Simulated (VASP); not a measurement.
## ZnCdO₂ (space group P3m1): computed properties

Calculation: r2SCAN meta-GGA, VASP's PBE PAW potentials (set 64) (plane waves; VASP).

```json
{
 "space_group": "P3m1 (156)",
 "cell": "a = b = 3.393 Å, c = 5.642 Å, α = β = 90.00°, γ = 120.00°",
 "volume_per_atom": "14.06 Å³/atom",
 "band gap (over mesh and band path)": "0.40 eV",
 "smallest direct gap (over mesh and band path)": "0.40 eV",
 "band_edge_character": "direct, Γ to Γ",
 "density": "6.19 g/cm³"
}
```

```cif
data_CdO2Zn
_chemical_formula_sum 'Zn1 Cd1 O2'
_space_group_name_H-M_alt 'P 1'
_space_group_IT_number 1
_cell_length_a 3.39255
_cell_length_b 3.39255
_cell_length_c 5.64214
_cell_angle_alpha 90.000
_cell_angle_beta 90.000
_cell_angle_gamma 120.000
loop_
_space_group_symop_operation_xyz
  'x, y, z'
loop_
_atom_site_label
_atom_site_type_symbol
_atom_site_fract_x
_atom_site_fract_y
_atom_site_fract_z
_atom_site_occupancy
Zn1 Zn 0.00000 0.00000 0.99630 1
Cd1 Cd 0.66667 0.33333 0.48917 1
O1 O 0.66667 0.33333 0.09791 1
O2 O 0.00000 0.00000 0.65262 1
```

The structure comes from a computed database's ZnCdO2 entry (P3m1); how it stands against other phases isn't given here. It was relaxed first. Symmetry was kept, so distortions that lower it aren't found.
